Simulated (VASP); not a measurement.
## How uniaxial stress along [001] changes C

How do the elastic response and the band edges of C follow uniaxial stress along [001]?

Main program and level: VASP 6.6.1; LDA; plane waves and PAW (C), in the first sound run; inputs show where later runs differ.

This is a report of a sequence of runs, with most program output left out.

## Step 1: The structure

Symmetry: Fd-3m, No. 227, cubic system. Conventional cell: a = 3.567 Å, b = 3.567 Å, c = 3.567 Å, α = 90.00°, β = 90.00°, γ = 90.00°. C has 4 C at 1.54 Å nearest.

Coordinates:

```cif
data_structure
_symmetry_space_group_name_H-M 'P 1'
_symmetry_Int_Tables_number 1
_cell_length_a 2.5222
_cell_length_b 2.5222
_cell_length_c 2.5222
_cell_angle_alpha 60.000
_cell_angle_beta 60.000
_cell_angle_gamma 60.000
_cell_volume 11.35
loop_
_atom_site_label
_atom_site_type_symbol
_atom_site_fract_x
_atom_site_fract_y
_atom_site_fract_z
_atom_site_occupancy
C1 C 0.00000 0.00000 0.00000 1
C2 C 0.25000 0.25000 0.25000 1
```

## Step 2: Relax the crystal, LDA

The series starts from the cell that this level prefers, so that zero strain is near zero stress.

This step took 2 runs in a row; the last is shown.

Level: LDA; plane waves and PAW (C).

File INCAR:

```
SYSTEM = C
PREC = Accurate
ENCUT = 600
EDIFF = 1E-07
NELM = 120
ISMEAR = 0
SIGMA = 0.02
LREAL = .FALSE.
ALGO = Normal
GGA = CA
NBANDS = 10
LASPH = .TRUE.
LORBIT = 11
LWAVE = .FALSE.
LCHARG = .FALSE.
KPAR = 16
IBRION = 2
NSW = 40
ISIF = 3
EDIFFG = -0.005
POTIM = 0.4
```

File POSCAR:

```
C
1.0
    0.0000000000      1.7668691223      1.7668691223
    1.7668691223      0.0000000000      1.7668691223
    1.7668691223      1.7668691223      0.0000000000
C
2
Direct
    0.0000000000      0.0000000000      0.0000000000
    0.2500000000      0.2500000000      0.2500000000
```

File KPOINTS:

```
Automatic mesh
0
Gamma
14 14 14
0 0 0
```

The projector-augmented-wave data sets are C (LDA family, release 64).

The run is started by

```bash
$ mpirun -np 16 vasp_std
```

Wall time 1.6 s (16 MPI ranks of AMD EPYC 9R45, shared host); peak memory 1.5 GiB.

This run gave:

* energy(sigma→0) of the program: -20.2522 eV
* stress, compression positive: xx, yy, zz 0.04, 0.04, 0.04 GPa
* volume: 11.032 Å³
* ionic steps: 1

## Step 3: Strain across the axis, LDA

One member in full: the axis is strained by -2 %, and the two directions across it are strained alike until their mean stress is under 0.012 GPa or five steps are spent.

This step took 3 runs, each at a new trial strain with the atoms of the one before; the last is shown.

Level: LDA; plane waves and PAW (C).

Edit INCAR of step 2 so:

```diff
@@ -15,7 +15,7 @@
 LCHARG = .FALSE.
-KPAR = 16
-IBRION = 2
-NSW = 40
-ISIF = 3
-EDIFFG = -0.005
-POTIM = 0.4
+KPAR = 4
+IBRION = 1
+NSW = 25
+ISIF = 2
+EDIFFG = -0.004
+POTIM = 0.3
```

File POSCAR:

```
C
1.0
    0.0000000000      1.7715818510      1.7315317400
    1.7715818510      0.0000000000      1.7315317400
    1.7715818510      1.7715818510      0.0000000000
C
2
Direct
    0.0000000000      0.0000000000      0.0000000000
    0.2500000000      0.2500000000      0.2500000000
```

KPOINTS is that of step 2.

The run is started by

```bash
$ mpirun -np 4 vasp_std
```

The job ended after 5.8 s (4 MPI ranks; peak memory 0.42 GiB).

This run gave:

```
energy(sigma→0) of the program : -20.2364 eV
stress, compression positive   : xx, yy, zz -0.01, -0.01, 21.60 GPa
ionic steps                    : 1
```

## Step 4: Band edges, HSE06

Short lines in KPOINTS_OPT sample the zone centre along and across the axis, for masses, and the other valleys.

Level: HSE06; plane waves and PAW (C).

File INCAR:

```
SYSTEM = C
PREC = Accurate
ENCUT = 600
EDIFF = 1E-06
NELM = 100
ISMEAR = 0
SIGMA = 0.02
LREAL = .FALSE.
ALGO = Normal
LHFCALC = .TRUE.
AEXX = 0.25
GGA = PE
HFSCREEN = 0.2
LASPH = .TRUE.
NBANDS = 9
PRECFOCK = Fast
LWAVE = .FALSE.
LCHARG = .FALSE.
KPAR = 4
```

POSCAR is that of step 3.

File KPOINTS:

```
Automatic mesh
0
Gamma
7 7 7
0 0 0
```

File KPOINTS_OPT:

```
Line mode
6
Line-mode
Reciprocal
  0.00000000   0.00000000   0.00000000
  0.01377909   0.01377909   0.00000000

  0.00000000   0.00000000   0.00000000
 -0.00000000  -0.01409780  -0.01409780

  0.31000000   0.31000000   0.00000000
  0.50000000   0.50000000   0.00000000

  0.00000000   0.31000000   0.31000000
  0.00000000   0.50000000   0.50000000

  0.45000000   0.45000000   0.45000000
  0.50000000   0.50000000   0.50000000

  0.45000000   0.00000000   0.00000000
  0.50000000   0.00000000   0.00000000

  0.42500000   0.42500000   0.00000000
  0.42500000   0.43909780   0.01409780

  0.50000000   0.50000000   0.50000000
  0.49003135   0.50996865   0.50000000
```

The run is started by

```bash
$ mpirun -np 4 vasp_std
```

The job ended after 3.2 min (4 MPI ranks; peak memory 0.84 GiB).

This run gave:

```
energy(sigma→0) of the program : -21.0950 eV
```

## Step 5: The table

Hybrid runs start from orbitals of a short LDA run, not shown.

Runs beyond LDA use the data sets made with LDA; this shifts their levels slightly, and their total energies have another zero.

The other members went through these steps as far as the tables show, with the same cutoff and, step by step, the same mesh; 44 runs are not shown. The session took 2.0 core hours (wall time by ranks) on a shared machine.

```tsv
strain along the axis (%)	strain across the axis (%)	stress along the axis, tension positive (GPa)	energy above the unstrained row (meV/atom)	gap on the mesh, LDA (eV)
-2.000	0.267	-21.604	7.867	3.606
-1.500	0.196	-16.171	4.494	3.748
-1.000	0.129	-10.761	2.050	3.889
-0.500	0.064	-5.380	0.555	4.028
0	0.004	-0.027	0.000	4.165
0.500	-0.056	5.294	0.325	4.085
1.000	-0.111	10.583	1.568	4.004
1.500	-0.163	15.836	3.711	3.924
2.000	-0.214	21.047	6.765	3.845
```

Slopes at zero strain, from cubics through all rows: strain ratio -0.120, stress over strain 1068 GPa.

Band edges at HSE06, counted from the valence-band top at Γ, with one row partly withheld:

```tsv
strain along the axis (%)	gap (eV)	conduction band at Γ (eV)	Δ or X valley along z (eV)	Δ or X valley along x (eV)	lowest conduction level at L, [111] (eV)	lowest conduction level at L, [-111] (eV)	second valence level below the top (eV)	third valence level below the top (eV)
-2.000	4.780	6.687	4.774	5.358	9.857	9.857	0.363	0.363
-1.500	?	6.785	?	5.358	9.935	9.935	0.272	0.272
-1.000	5.080	6.882	5.072	5.359	10.011	10.011	0.181	0.181
-0.500	5.227	6.979	5.218	5.361	10.086	10.086	0.091	0.091
0	5.373	7.076	5.364	5.364	10.159	10.159	0.001	0.001
0.500	5.288	7.012	5.418	5.279	10.063	10.063	0.000	0.090
1.000	5.204	6.947	5.470	5.194	9.932	9.932	0.000	0.179
1.500	5.120	6.884	5.522	5.111	9.780	9.780	0.000	0.269
2.000	5.037	6.821	5.572	5.028	9.617	9.617	0.000	0.359
```

## Step 6: Working out the slope

The quantity to fit is the splitting of the Δ or X valleys (z less x) at HSE06: -0.584, -0.287, -0.143, -0.001, 0.139, 0.275, 0.412, 0.544 eV in the rows shown.

A least-squares parabola through the 8 rows shown, with d the strain along the axis less the strain across it, in %: E = − 0.002682 d² + 0.2516 d − 6.66e-5 (eV), r.m.s. residual 3.5e-4 eV.

For the withheld row, d = -1.696, the fit gives -0.4345 eV.

## Step 7: Checking the prediction

The calculation gives -0.4343 eV, so the prediction is 0.0002 eV too low.

The splitting is Ξu times d, with d as a fraction, so the linear term gives Ξu = 25.2 eV.

## Step 8: What came out

```yaml
poisson_ratio: 0.120
young_s_modulus_along_the_axis: 1068 GPa
gap_of_the_unstrained_cell_hse06: 5.37 eV
shear_deformation_potential_u_of_the_delta_or_x_valleys: 25.2 eV
error_of_the_predicted_row: -0.2 meV
valence_shear_potential_b_hse06: 5.37 eV
```

**Reading.** As a check, the curvature of the energy gives 1057 GPa for the same modulus (energy per volume = E/2 × strain²), 1 % from the slope of the stress. The energy also has a linear term worth 0.68 GPa that the stress column lacks, a mark of the finite basis. At HSE06 the lowest conduction valley is Δ or X throughout, and the gap runs between 4.78 and 5.37 eV. Without spin-orbit coupling the three valence levels split by 3|b| times the difference of the strains; the rows within 1 % give |b| = 5.37 eV. Hole masses are left out throughout, since the top bands are degenerate or cross in many series; of conduction masses, those of the Γ, L and (for Si and Ge under (001) strain) Δ valleys are kept where they change by under an eighth between rows. A measured gap of unstrained C is 5.5 eV (arxiv:1902.02958, band gap, experimental literature value, temperature not given); the static gaps here belong to the lattice relaxed at LDA. HSE06 ran on a coarser mesh than the semilocal levels. Spin-orbit coupling is left out at HSE06, so the valence splittings there lack it. Δ or X levels are the lowest on their line, refined by a parabola unless they lie at X; the gap is read from all points sampled and can differ from the lowest valley by some meV, or by tens of meV where strain moves the valence top off Γ. Temperature, zero-point motion and excitons are left out.

[Lines on the potential files, build, host, timing and source positions are cut from VASP's logs without a mark.]

[Logs are printed without paths, hosts, clocks, repeated set-up lines and the standing remarks that a program may print on its own settings, such as how far it seeks lower states.]

[Hosts, paths, dates, database ids (printed as entryN), source tags and the programs' standing remarks are cut or masked in the printed files.]

[In band tables of VASP the shares of atoms and orbitals are scaled to a sum of 1 inside the atoms' spheres.]
